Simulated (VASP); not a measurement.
Here is the system:

```yaml
crystal:
  lattice:
    - [3.62900, 0.00000, 0.00000]
    - [0.00000, 3.62900, 0.00000]
    - [0.00000, 0.00000, 3.62900]
  atoms:
    - { symbol: Zn, position: [0.50000, 0.50000, 0.50000] }
    - { symbol: Yb, position: [0.00000, 0.00000, 0.00000], spin: 1.0 }
```

The numbers are results of PBEsol GGA, VASP's PBE PAW potentials (set 64) (plane waves; VASP), not measurements. Run with 300 eV cut-off, 7×7×7 Γ-centred mesh, Fermi-Dirac smearing of 0.10 eV, potentials Zn Yb.

At this cut-off the stress carries a Pulay error, which pulls relaxed volumes low.

Q: Predict the cell moment, energy per atom (σ→0), pressure, band gap (on the k-mesh) with the smallest direct gap where there is one.

A: 
```yaml
band gap (on the k-mesh): none (metal, semimetal or under 0.01 eV)
cell_moment: -0.01 μB
energy per atom (σ→0): -3.013 eV/atom
pressure: -6.44 GPa
```

Total energies compare only between runs with the same potentials, cut-off and functional.

The structure comes from a measured YbZn entry of the Crystallography Open Database, whose conditions weren't checked. The cell was not relaxed at this level.
